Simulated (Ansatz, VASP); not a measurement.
# Cross-check of PtSe2 between VASP and Ansatz

One calculation is typed for both programs; each brings its own data sets. How far apart do they land? The cell is taken from a series of runs on this material, whose earlier steps may have relaxed, scaled, displaced or heated it; both programs get it as it stands.

Calculated with Ansatz 0.2.0; plane waves, with VASP 6.6.1 beside it; PBE.

## (1) The starting structure

The cell holds 3 atoms: 1 Pt and 2 Se. Its edges and angles: a = 3.781 Å, b = 3.781 Å, c = 30.460 Å, α = 90.0°, β = 90.0°, γ = 120.0°. Vacuum lies along c.

Coordinates:

```
Pt Se
1.0
     3.78108    0.00000    0.00000
    -1.89054    3.27451    0.00000
     0.00000    0.00000   30.46000
Pt Se
1 2
Cartesian
  0.0000 2.1830 10.0000
  1.8905 1.0915 11.3842
  1.8905 1.0915 8.6158
```

## (2) VASP: zone-centre phonons, PBE

Second derivatives magnify differences that forces hide, and they need a tight electronic threshold.

Lines of VASP's logs that name or quote its potential files are left out, and so is its time.

INCAR reads:

```
SYSTEM = PtSe2
PREC = Accurate
ENCUT = 500
EDIFF = 1E-08
NELM = 120
ISMEAR = 1
SIGMA = 0.2
LREAL = .FALSE.
ALGO = Normal
GGA = PE
NBANDS = 17
LASPH = .TRUE.
LORBIT = 11
LWAVE = .FALSE.
LCHARG = .FALSE.
ISIF = 2
IBRION = 8
GGA_COMPAT = .FALSE.
NELMDL = -8
KPAR = 2
```

POSCAR reads:

```
PtSe2
1.0
    3.7810783670      0.0000000000      0.0000000000
   -1.8905391835      3.2745099195      0.0000000000
    0.0000000000      0.0000000000     30.4600000000
Pt Se
1 2
Direct
    0.3333333333      0.6666666667      0.3282994091
    0.6666666666      0.3333333334      0.3737441639
    0.6666666666      0.3333333334      0.2828546543
```

KPOINTS reads:

```
Automatic mesh
0
Gamma
15 15 1
0 0 0
```

PAW data sets: Pt and Se (PBE family, release 64).

The run is started by

```console
> mpirun -np 2 vasp_std
```

Numbers of over 12 decimals in the logs are rounded to 6 here.

Log:

```text
[banner, memory and clock lines left out]
running    2 mpi-ranks, on    1 nodes
 distrk:  each k-point on    1 cores,    2 groups
 distr:  one band on    1 cores,    1 groups

 POSCAR found type information on POSCAR PtSe
 POSCAR found :  2 types and       3 ions
 LDA part: xc-table for (Slater+PW92), standard interpolation
 POSCAR, INCAR and KPOINTS ok, starting setup
 FFT: planning ... GRIDC
 FFT: planning ... GRID_SOFT
 FFT: planning ... GRID
 WAVECAR not read
 entering main loop
       N       E                     dE             d eps       ncg     rms          rms(c)
DAV:   1     0.170774863458E+03    0.17077E+03   -0.65815E+03   918   0.872E+02
DAV:   2     0.760218807190E+01   -0.16317E+03   -0.15594E+03  1565   0.151E+02
DAV:   3    -0.129942502885E+02   -0.20596E+02   -0.20398E+02  1166   0.689E+01
DAV:   4    -0.133615462839E+02   -0.36730E+00   -0.35918E+00  1178   0.108E+01
DAV:   5    -0.133686436318E+02   -0.70973E-02   -0.70858E-02  1324   0.137E+00
DAV:   6    -0.133688166168E+02   -0.17298E-03   -0.17298E-03  1246   0.210E-01
DAV:   7    -0.133688221421E+02   -0.55253E-05   -0.55252E-05  1412   0.300E-02
DAV:   8    -0.133688222469E+02   -0.10480E-06   -0.10472E-06  1261   0.333E-03    0.116E+01
DAV:   9    -0.131105340249E+02    0.25829E+00   -0.45098E+00  1213   0.148E+01    0.802E+00
DAV:  10    -0.129934294577E+02    0.11710E+00   -0.19122E+00  1139   0.121E+01    0.343E+00
DAV:  11    -0.128804254222E+02    0.11300E+00   -0.37607E-01  1089   0.484E+00    0.350E-01
DAV:  12    -0.128801888871E+02    0.23654E-03   -0.21896E-02  1211   0.968E-01    0.206E-01
DAV:  13    -0.128800266067E+02    0.16228E-03   -0.99254E-04  1217   0.211E-01    0.888E-02
DAV:  14    -0.128799588684E+02    0.67738E-04   -0.10795E-04  1206   0.574E-02    0.290E-02
[...]
DAV:  23    -0.128800945488E+02   -0.15384E-05   -0.22011E-08   951   0.390E-04    0.229E-04
DAV:  24    -0.128800951005E+02   -0.55167E-06   -0.13145E-08   960   0.295E-04    0.126E-04
DAV:  25    -0.128800955580E+02   -0.45751E-06   -0.45487E-09   957   0.301E-04    0.854E-05
DAV:  26    -0.128800956927E+02   -0.13469E-06   -0.54979E-10   950   0.115E-04    0.369E-05
DAV:  27    -0.128800958162E+02   -0.12351E-06   -0.72879E-11   929   0.104E-04    0.184E-05
DAV:  28    -0.128800958267E+02   -0.10509E-07    0.95299E-10   878   0.268E-05    0.764E-06
DAV:  29    -0.128800958489E+02   -0.22247E-07    0.75966E-10   742   0.281E-05    0.915E-06
DAV:  30    -0.128800958492E+02   -0.31196E-09    0.95692E-10   951   0.819E-06
   1 F= -.12880096E+02 E0= -.12878139E+02  d E =-.587039E-02
 Linear response reoptimize wavefunctions to high precision
DAV:   1    -0.128800958507E+02   -0.15161E-08    0.94248E-10   781   0.737E-06
DAV:   2    -0.128800958508E+02   -0.80945E-10    0.95737E-10   978   0.157E-06
 Linear response DOF=           4
 Linear response progress:
  Degree of freedom:   1/  4
       N       E                     dE             d eps       ncg     rms          rms(c)
RMM:   1    -0.258991504211E+00   -0.25899E+00   -0.27691E-01  7036   0.325E+00
RMM:   2    -0.254121699745E+00    0.48698E-02   -0.70917E-03  6006   0.484E-01    0.182E-01
RMM:   3    -0.254213470600E+00   -0.91771E-04   -0.31185E-04  5824   0.104E-01    0.111E-01
RMM:   4    -0.254848717393E+00   -0.63525E-03   -0.46293E-04  6207   0.119E-01    0.209E-02
RMM:   5    -0.254802229737E+00    0.46488E-04   -0.22843E-05  6186   0.304E-02    0.848E-03
RMM:   6    -0.254789396280E+00    0.12833E-04   -0.45364E-06  6483   0.119E-02    0.161E-03
RMM:   7    -0.254778311930E+00    0.11084E-04   -0.20549E-06  6578   0.520E-03    0.926E-04
RMM:   8    -0.254771562399E+00    0.67495E-05   -0.35267E-06  6506   0.142E-03    0.215E-04
RMM:   9    -0.254770558900E+00    0.10035E-05   -0.13336E-06  6973   0.378E-04    0.108E-04
RMM:  10    -0.254769720411E+00    0.83849E-06   -0.16113E-07  6645   0.210E-04    0.273E-05
RMM:  11    -0.254769937759E+00   -0.21735E-06   -0.13319E-07  7315   0.824E-05    0.195E-05
RMM:  12    -0.254770187472E+00   -0.24971E-06    0.74931E-08  6858   0.428E-05    0.375E-06
RMM:  13    -0.254770278835E+00   -0.91363E-07    0.61430E-09  7044   0.230E-05    0.259E-06
RMM:  14    -0.254770245523E+00    0.33312E-07    0.11979E-08  6773   0.162E-05    0.421E-07
RMM:  15    -0.254770252970E+00   -0.74473E-08    0.11901E-11  5516   0.140E-05    0.158E-07
 first order change of Fermi-energy   0.24468E-03
 force on displaced ion       1 direction 1 :  -2.300  -0.011   0.000
 Linear response progress:
  Degree of freedom:   2/  4
       N       E                     dE             d eps       ncg     rms          rms(c)
RMM:   1    -0.287598385417E+00   -0.28760E+00   -0.25629E-01  1711   0.315E+00
RMM:   2    -0.282610998125E+00    0.49874E-02   -0.68755E-03  1457   0.519E-01    0.232E-01
RMM:   3    -0.282713694015E+00   -0.10270E-03   -0.13759E-03  1626   0.157E-01    0.143E-01
RMM:   4    -0.282481733494E+00    0.23196E-03   -0.61546E-04  1593   0.974E-02    0.102E-01
RMM:   5    -0.282829180053E+00   -0.34745E-03   -0.17497E-04  1585   0.722E-02    0.800E-03
RMM:   6    -0.282833999172E+00   -0.48191E-05   -0.53337E-06  1590   0.133E-02    0.411E-03
RMM:   7    -0.282829744174E+00    0.42550E-05   -0.15057E-06  1569   0.629E-03    0.107E-03
RMM:   8    -0.282825246708E+00    0.44975E-05   -0.34489E-07  1587   0.193E-03    0.569E-04
RMM:   9    -0.282823464530E+00    0.17822E-05   -0.26022E-07  1633   0.885E-04    0.194E-04
RMM:  10    -0.282824077052E+00   -0.61252E-06   -0.47302E-07  1657   0.304E-04    0.147E-04
RMM:  11    -0.282825237338E+00   -0.11603E-05   -0.15275E-06  1624   0.283E-04    0.756E-05
RMM:  12    -0.282825396395E+00   -0.15906E-06   -0.21915E-06  1686   0.286E-04    0.475E-05
RMM:  13    -0.282824760776E+00    0.63562E-06    0.27709E-07  1678   0.171E-04    0.208E-05
RMM:  14    -0.282824769055E+00   -0.82791E-08   -0.29762E-07  1711   0.837E-05    0.145E-05
RMM:  15    -0.282824879277E+00   -0.11022E-06   -0.56516E-08  1693   0.533E-05    0.437E-06
RMM:  16    -0.282824888504E+00   -0.92272E-08   -0.17033E-07  1696   0.374E-05    0.348E-06
RMM:  17    -0.282824881551E+00    0.69533E-08    0.12524E-08  1628   0.264E-05    0.180E-06
 first order change of Fermi-energy   0.17806E-03
 force on displaced ion       1 direction 3 :   0.000   0.000  -4.309
 Linear response progress:
  Degree of freedom:   3/  4
       N       E                     dE             d eps       ncg     rms          rms(c)
RMM:   1    -0.761473396502E-01   -0.76147E-01    0.53788E-02  9330   0.149E+00
RMM:   2    -0.749642174012E-01    0.11831E-02   -0.26247E-03  5974   0.255E-01    0.979E-02
RMM:   3    -0.748892864743E-01    0.74931E-04   -0.13329E-04  6258   0.580E-02    0.560E-02
RMM:   4    -0.748810519239E-01    0.82346E-05   -0.40662E-05  6669   0.364E-02    0.864E-03
RMM:   5    -0.748953249074E-01   -0.14273E-04   -0.17052E-06  6935   0.841E-03    0.377E-03
RMM:   6    -0.748972433001E-01   -0.19184E-05   -0.21548E-07  6881   0.339E-03    0.130E-03
RMM:   7    -0.748979342465E-01   -0.69095E-06    0.37250E-07  6884   0.154E-03    0.412E-04
RMM:   8    -0.748973716400E-01    0.56261E-06    0.23676E-07  7023   0.532E-04    0.102E-04
RMM:   9    -0.748973916483E-01   -0.20008E-07    0.39806E-08  7053   0.151E-04    0.432E-05
RMM:  10    -0.748974520693E-01   -0.60421E-07    0.11809E-08  7020   0.631E-05    0.227E-05
RMM:  11    -0.748975004781E-01   -0.48409E-07    0.20767E-08  6851   0.462E-05    0.521E-06
RMM:  12    -0.748975054617E-01   -0.49836E-08    0.84365E-09  7024   0.223E-05    0.218E-06
 first order change of Fermi-energy  -0.83514E-04
 force on displaced ion       2 direction 1 :  -2.008  -0.005   0.014
 Linear response progress:
  Degree of freedom:   4/  4
       N       E                     dE             d eps       ncg     rms          rms(c)
RMM:   1    -0.112720544828E+00   -0.11272E+00    0.48503E-02  2000   0.143E+00
RMM:   2    -0.111970232147E+00    0.75031E-03   -0.20791E-03  1511   0.245E-01    0.221E-01
RMM:   3    -0.111784178102E+00    0.18605E-03   -0.58988E-04  1636   0.123E-01    0.111E-01
RMM:   4    -0.111730764732E+00    0.53413E-04   -0.56740E-04  1665   0.103E-01    0.947E-02
RMM:   5    -0.111577670446E+00    0.15309E-03   -0.11984E-04  1611   0.487E-02    0.150E-02
RMM:   6    -0.111580589491E+00   -0.29190E-05   -0.63748E-06  1613   0.141E-02    0.592E-03
RMM:   7    -0.111582342634E+00   -0.17531E-05   -0.17876E-06  1638   0.744E-03    0.157E-03
RMM:   8    -0.111579180246E+00    0.31624E-05   -0.12169E-07  1613   0.125E-03    0.665E-04
RMM:   9    -0.111576612421E+00    0.25678E-05   -0.65638E-08  1646   0.764E-04    0.110E-04
RMM:  10    -0.111576443334E+00    0.16909E-06   -0.11077E-07  1650   0.201E-04    0.603E-05
RMM:  11    -0.111575960722E+00    0.48261E-06   -0.50963E-07  1651   0.220E-04    0.371E-05
RMM:  12    -0.111575599435E+00    0.36129E-06   -0.83731E-07  1715   0.116E-04    0.259E-05
RMM:  13    -0.111575303756E+00    0.29568E-06   -0.49844E-08  1695   0.123E-04    0.139E-05
RMM:  14    -0.111575257089E+00    0.46666E-07    0.19133E-07  1741   0.771E-05    0.952E-06
RMM:  15    -0.111575240114E+00    0.16975E-07    0.34219E-09  1720   0.310E-05    0.366E-06
RMM:  16    -0.111575240572E+00   -0.45788E-09   -0.63848E-08  1721   0.325E-05    0.265E-06
 first order change of Fermi-energy  -0.13813E+01
 force on displaced ion       2 direction 3 :  -0.000   0.000  -6.073
 Linear response finished
```

OUTCAR, selected parts (step 2):

```text
ion  position               nearest neighbor table
   1  0.333  0.667  0.328-   3 2.58   2 2.58   3 2.58   2 2.58   3 2.58   2 2.58
   2  0.667  0.333  0.374-   1 2.58   1 2.58   1 2.58   3 2.77
   3  0.667  0.333  0.283-   1 2.58   1 2.58   1 2.58   2 2.77

  LATTYP: Found a hexagonal cell.
 ALAT       =     3.7810783670
 C/A-ratio  =     8.0559028519

 Subroutine GETGRP returns: Found 12 space group operations
 (whereof  6 operations were pure point group operations)

The static configuration has the point symmetry C_3v.
 The point group associated with its full space group is D_3h.

 Found     27 irreducible k-points:

   k-points           NKPTS =     27   k-points in BZ     NKDIM =     27   number of bands    NBANDS=     17

   dimension x,y,z NGX =    28 NGY =   28 NGZ =  224
   dimension x,y,z NGXF=    56 NGYF=   56 NGZF=  448

   ENCUT  =  500.0 eV  36.75 Ry    6.06 a.u.   6.89  6.89 55.54*2*pi/ulx,y,z

   NELECT =      22.0000    total number of electrons

 k-points in reciprocal lattice and weights: Automatic mesh
   0.00000000  0.00000000  0.00000000       0.004
   0.06666667  0.00000000  0.00000000       0.027
   0.13333333  0.00000000  0.00000000       0.027
   0.20000000  0.00000000  0.00000000       0.027
   0.26666667  0.00000000  0.00000000       0.027
   0.33333333 -0.00000000  0.00000000       0.027
   0.40000000 -0.00000000  0.00000000       0.027
   0.46666667  0.00000000  0.00000000       0.027
   0.06666667  0.06666667  0.00000000       0.027
[...]
0.33333333  0.26666667  0.00000000       0.053
   0.33333333  0.33333333  0.00000000       0.009

 average (electrostatic) potential at core
       1 -77.2245       2 -62.2215       3 -62.2215

  Total       -1.2932751     -1.2932751     -0.0130899      0.0000000     -0.0000000      0.0000000
  in kB       -5.4942652     -5.4942652     -0.0556102      0.0000000     -0.0000000      0.0000000
  external PRESSURE =      -3.6813802 kB  Pullay stress =       0.0000000 kB

  energy-cutoff  :      500.00
  volume of cell :      377.13
      direct lattice vectors                 reciprocal lattice vectors
     3.781078367  0.000000000  0.000000000     0.264474815  0.152694605  0.000000000
    -1.890539184  3.274509919  0.000000000     0.000000000  0.305389211  0.000000000
     0.000000000  0.000000000 30.460000000     0.000000000  0.000000000  0.032829941

 POSITION                                       TOTAL-FORCE (eV/Angst)
 -----------------------------------------------------------------------------------
     -0.00000      2.18301     10.00000         0.000000     -0.000000      0.000000
      1.89054      1.09150     11.38425        -0.000000      0.000000     -0.000071
      1.89054      1.09150      8.61575        -0.000000      0.000000      0.000071
 -----------------------------------------------------------------------------------
    total drift:                                0.000000     -0.000000     -0.000012

 Eigenvectors and eigenvalues of the dynamical matrix
 ----------------------------------------------------

   1 f  =    5.560084 THz    34.935039 2PiTHz  185.464441 cm-1    22.994650 meV
             X         Y         Z           dx          dy          dz
     -0.000000  2.183007 10.000000     0.000000    0.000000    0.000000
      1.890539  1.091503 11.384247     0.000000    0.000000   -0.707107
      1.890539  1.091503  8.615753    -0.000000   -0.000000    0.707107

   2 f  =    3.475561 THz    21.837593 2PiTHz  115.932230 cm-1    14.373758 meV
             X         Y         Z           dx          dy          dz
     -0.000000  2.183007 10.000000     0.000000    0.000000    0.668489
      1.890539  1.091503 11.384247     0.000000    0.000000   -0.525891
      1.890539  1.091503  8.615753    -0.000000   -0.000000   -0.525891

   3 f  =    2.978294 THz    18.713171 2PiTHz   99.345184 cm-1    12.317227 meV
             X         Y         Z           dx          dy          dz
     -0.000000  2.183007 10.000000    -0.000000   -0.000000    0.000000
      1.890539  1.091503 11.384247    -0.707107    0.000007   -0.000000
      1.890539  1.091503  8.615753     0.707107   -0.000007   -0.000000

   4 f  =    2.978294 THz    18.713171 2PiTHz   99.345184 cm-1    12.317227 meV
             X         Y         Z           dx          dy          dz
     -0.000000  2.183007 10.000000     0.000000   -0.000000   -0.000000
      1.890539  1.091503 11.384247     0.000007    0.707107    0.000000
      1.890539  1.091503  8.615753    -0.000007   -0.707107   -0.000000

   5 f  =    2.538666 THz    15.950907 2PiTHz   84.680773 cm-1    10.499073 meV
             X         Y         Z           dx          dy          dz
     -0.000000  2.183007 10.000000    -0.668665    0.000006    0.000000
      1.890539  1.091503 11.384247     0.525779   -0.000004   -0.000000
      1.890539  1.091503  8.615753     0.525779   -0.000004   -0.000000

   6 f  =    2.538666 THz    15.950907 2PiTHz   84.680773 cm-1    10.499073 meV
             X         Y         Z           dx          dy          dz
     -0.000000  2.183007 10.000000     0.000006    0.668665   -0.000000
      1.890539  1.091503 11.384247    -0.000004   -0.525779   -0.000000
      1.890539  1.091503  8.615753    -0.000004   -0.525779   -0.000000

   7 f/i=    0.000646 THz     0.004057 2PiTHz    0.021536 cm-1     0.002670 meV
             X         Y         Z           dx          dy          dz
     -0.000000  2.183007 10.000000    -0.742336   -0.042714   -0.000000
      1.890539  1.091503 11.384247    -0.472037   -0.027161   -0.000000
      1.890539  1.091503  8.615753    -0.472037   -0.027161   -0.000000

   8 f/i=    0.000646 THz     0.004057 2PiTHz    0.021536 cm-1     0.002670 meV
             X         Y         Z           dx          dy          dz
     -0.000000  2.183007 10.000000     0.042714   -0.742336   -0.000000
      1.890539  1.091503 11.384247     0.027161   -0.472037   -0.000000
      1.890539  1.091503  8.615753     0.027161   -0.472037   -0.000000

   9 f/i=    0.001703 THz     0.010702 2PiTHz    0.056815 cm-1     0.007044 meV
             X         Y         Z           dx          dy          dz
     -0.000000  2.183007 10.000000     0.000000   -0.000000    0.743722
      1.890539  1.091503 11.384247     0.000000   -0.000000    0.472693
      1.890539  1.091503  8.615753     0.000000   -0.000000    0.472693

 ELASTIC MODULI CONTR FROM IONIC RELAXATION (kBar)
 Direction    XX          YY          ZZ          XY          YZ          ZX
 --------------------------------------------------------------------------------
 XX        -166.3053    -77.2528   -140.9972     -0.0000      0.0000     -0.0000
 YY         -77.2528   -166.3053   -140.9972     -0.0000     -0.0000     -0.0000
 ZZ        -140.9972   -140.9972   -163.2481     -0.0000      0.0000     -0.0000
 XY          -0.0000     -0.0000     -0.0000    -44.5263     -0.0000     -0.0000
 YZ           0.0000     -0.0000      0.0000     -0.0000    -46.5887     -0.0000
 ZX          -0.0000     -0.0000     -0.0000     -0.0000     -0.0000    -42.5865
 --------------------------------------------------------------------------------
```

(Continued in part 2 of 2.)

[Lines on the potential files, build, host, timing and source positions are cut from VASP's logs without a mark.]

[Logs are printed without paths, hosts, clocks, repeated set-up lines and the standing remarks that a program may print on its own settings, such as how far it seeks lower states.]

[Hosts, paths, dates, database ids (printed as entryN), source tags and the programs' standing remarks are cut or masked in the printed files.]
